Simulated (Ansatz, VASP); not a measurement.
# Cross-check of TaN between VASP and Ansatz, part 2 of 2

Wanted: the spread between two codes on one cell, functional and k mesh. The structure shown is the end of the Ansatz relaxation below.

VASP 6.6.1 and Ansatz 0.2.0.

So far. Step 3 (VASP: single point, PBEsol, pair 1): The run ends at a pressure of 49.32 GPa.

## Step 6: VASP: single point, PBEsol, pair 2 (continued)

Level of this step: PBEsol; plane waves and PAW (N, Ta_pv) (VASP).

Numbers of over 12 decimals in the logs are rounded to 6 here.

From OUTCAR (step 6):

```text
  Total        4.5553285      4.5553285      4.5985378      0.0000000      0.0000000      0.0000000
  in kB      373.2789419    373.2789419    376.8196628      0.0000000      0.0000000      0.0000000
  external PRESSURE =     374.4591822 kB  Pullay stress =       0.0000000 kB

 POSITION                                       TOTAL-FORCE (eV/Angst)
 -----------------------------------------------------------------------------------
      1.41924      0.81940      0.00000        -0.000000      0.000000      0.000000
      0.00000      0.00000      1.40109         0.000000     -0.000000      0.000000
 -----------------------------------------------------------------------------------
    total drift:                               -0.000000      0.000000      0.000000

  FREE ENERGIE OF THE ION-ELECTRON SYSTEM (eV)
  ---------------------------------------------------
  free  energy   TOTEN  =       -23.6158092682 eV

  energy  without entropy=      -23.6166129686  energy(sigma->0) =      -23.61607717

[... 1 part as in an earlier step ...]

[... 2 further parts left out ...]
[key lines of the parts left out:]
E-fermi :   9.0526
```

The run ends at a pressure of 37.45 GPa.

## Step 7: Side by side

What differs besides the data sets and the points named for the pairs above, as far as they apply: the data sets hold 18 valence electrons in Ansatz (on its PAW soft_1 files) and 16 in VASP. Total energies have different zeros and are not compared.

Compared:

```
      quantity  Ansatz   VASP  difference
pressure (GPa)   36.12  37.45       -1.32
```

## Step 8: Ansatz: relaxation, PBEsol

This run makes the geometry at which the two programs are then compared. The cell compared in this pair holds 19.98 Å³, against 19.55 Å³ for the pair before.

The structure compared here is the end of the Ansatz relaxation.

File input.yaml:

```yaml
crystal:
  lattice:
    - [2.8615942427, 0.0, 0.0]
    - [-1.4307971213, 2.4782133095, 0.0]
    - [0.0, 0.0, 2.8170209479]
  atoms:
    - { symbol: "N", position: [0.6666666667, 0.3333333333, 0.0] }
    - { symbol: Ta, position: [0.0, 0.0, 0.5] }
kpoints:
  mp_grid: { grid: [18, 18, 16] }
hamiltonian:
  xc: pbesol
  pseudopotentials: { kind: paw, azcp: { folder: soft_1 }, xc_functional: pbe }
scf:
  occupations: { method: methfessel_paxton, width: 0.2 }
output:
  forces: true
  stress: true
  eigenvalues: true
relax:
  adjacent_minimum: "off"
  f_tol: 0.001
  max_steps: 60
  cell: { stress_tol: 0.01, fix: [volume] }
```

Started as:

```bash
$ ansatz run input.yaml --threads 4 --pin off --max-ram 10240MiB --backend cpu --events-out ev --progress --plain --runs-dir out
```

The log of the run:

```text
[...]
Crystal: 2 atoms, lattice volume = 19.977 Å³
Basis set: ecut = 420 eV, 405 PW (Γ), exchange–correlation on 40×40×40 points (8 copies of the dense FFT grid, shifted against one another)
Bands: 13, of which v1, the nominal top of the filled ones, is band 9 counted from 1 (8 counted from 0)
Symmetry: 12 space group operations
[...]
k-points: 333 of 5184 (time reversal used)
[...]
k-point 332: bands = [... 5 lower, 12.7813, 14.8736, 17.7717, 21.3913, 26.8770, 27.3184, 29.1428, 29.9980]
--- Relaxed structure (3 steps of the walk, 2 accepted, 1 SCFs on fresh bases) ---
[...]
cell:  # Å, volume = 19.9773 Å³
    - [2.860256, -2.8854116983350626e-11, 0.0]
    - [-1.430128, 2.477055, 0.0]
    - [0.0, 0.0, 2.819657]
  atoms:
    - { symbol: N, position: [0.666667, 0.333333, 0.0] }
    - { symbol: Ta, position: [-3.7007434155248937e-17, 0, 0.500000] }
[key lines of the parts left out:]
SCF converged after 4 iterations
Free energy (F): -10188.463409 eV
Fermi energy:    21.622888 eV
P = ⅓ Tr σ = 25.6091 GPa (256.091 kbar)
```

## Step 9: VASP: single point, PBEsol, pair 3

The same cell, functional, mesh and smearing now go to VASP, with its own data sets.

File INCAR:

```
SYSTEM = TaN
PREC = Accurate
ENCUT = 600
EDIFF = 1E-06
NELM = 120
ISMEAR = 1
SIGMA = 0.2
LREAL = .FALSE.
ALGO = Normal
GGA = PS
NBANDS = 14
LASPH = .TRUE.
LORBIT = 11
LWAVE = .FALSE.
LCHARG = .FALSE.
ISIF = 2
GGA_COMPAT = .FALSE.
KPAR = 2
```

File POSCAR:

```
TaN
1.0
    2.8602562340      0.0000000000      0.0000000000
   -1.4301281170      2.4770545600      0.0000000000
    0.0000000000      0.0000000000      2.8196571314
N Ta
1 1
Direct
    0.6666666667      0.3333333333      0.0000000000
    0.0000000000      0.0000000000      0.5000000000
```

File KPOINTS:

```
Automatic mesh
0
Gamma
18 18 16
0 0 0
```

PAW data sets: N and Ta_pv (PBE family, release 64).

Started as:

```bash
$ mpirun -np 2 vasp_std
```

The log of the run:

```text
[... set-up lines as in an earlier step ...]
 entering main loop
       N       E                     dE             d eps       ncg     rms          rms(c)
DAV:   1     0.102885463287E+03    0.10289E+03   -0.98227E+03  9332   0.135E+03
DAV:   2    -0.225132055049E+02   -0.12540E+03   -0.11886E+03 11118   0.351E+02
DAV:   3    -0.259737293282E+02   -0.34605E+01   -0.34394E+01 10974   0.575E+01
DAV:   4    -0.259905269046E+02   -0.16798E-01   -0.16795E-01 10926   0.422E+00
[...]
DAV:  10    -0.237014763729E+02    0.62338E-04   -0.59761E-04 12864   0.302E-01    0.126E-01
DAV:  11    -0.237014437241E+02    0.32649E-04   -0.49524E-05 10104   0.783E-02    0.126E-02
DAV:  12    -0.237014433221E+02    0.40199E-06   -0.41085E-06 12426   0.197E-02
   1 F= -.23701443E+02 E0= -.23701700E+02  d E =0.771008E-03
```

OUTCAR, selected parts (step 9):

```text
  Total        3.3245053      3.3245053      3.3641417      0.0000000      0.0000000      0.0000000
  in kB      266.6249594    266.6249594    269.8037911      0.0000000      0.0000000      0.0000000
  external PRESSURE =     267.6845700 kB  Pullay stress =       0.0000000 kB

 POSITION                                       TOTAL-FORCE (eV/Angst)
 -----------------------------------------------------------------------------------
      1.43013      0.82568      0.00000         0.000000     -0.000000      0.000000
      0.00000      0.00000      1.40983        -0.000000      0.000000      0.000000
 -----------------------------------------------------------------------------------
    total drift:                               -0.000000      0.000000      0.000000

  FREE ENERGIE OF THE ION-ELECTRON SYSTEM (eV)
  ---------------------------------------------------
  free  energy   TOTEN  =       -23.7014433221 eV

  energy  without entropy=      -23.7022143303  energy(sigma->0) =      -23.70170032

[... 1 part as in an earlier step ...]

[... 2 further parts left out ...]
[key lines of the parts left out:]
E-fermi :   8.8182
```

The run ends at a pressure of 26.77 GPa.

## Step 10: Differences

What differs besides the data sets and the points named for the pairs above, as far as they apply: the data sets hold 18 valence electrons in Ansatz (on its PAW soft_1 files) and 16 in VASP. Total energies have different zeros and are not compared.

Compared:

```
      quantity  Ansatz   VASP  difference
pressure (GPa)   25.61  26.77       -1.16
```

## Step 11: Outcome

| Quantity | Value |
| --- | --- |
| difference in pressure (single point, PBEsol, pair 1) | -1.5 GPa |
| difference in pressure (single point, PBEsol, pair 2) | -1.3 GPa |
| difference in pressure (single point, PBEsol, pair 3) | -1.2 GPa |

The difference in pressure is -1.5 GPa (single point, PBEsol, pair 1), beyond the 1 GPa picked in this series as the mark of a large difference. The data sets hold unlike numbers of valence electrons (18 in Ansatz and 16 in VASP), so part of the differences comes from the potentials. 5 further runs of this series are not shown here. How closely two codes agree says nothing of how well the functional describes the real material.

[Lines on the potential files, build, host, timing and source positions are cut from VASP's logs without a mark.]

[Logs are printed without paths, hosts, clocks, repeated set-up lines and the standing remarks that a program may print on its own settings, such as how far it seeks lower states.]

[Hosts, paths, dates, database ids (printed as entryN), source tags and the programs' standing remarks are cut or masked in the printed files.]
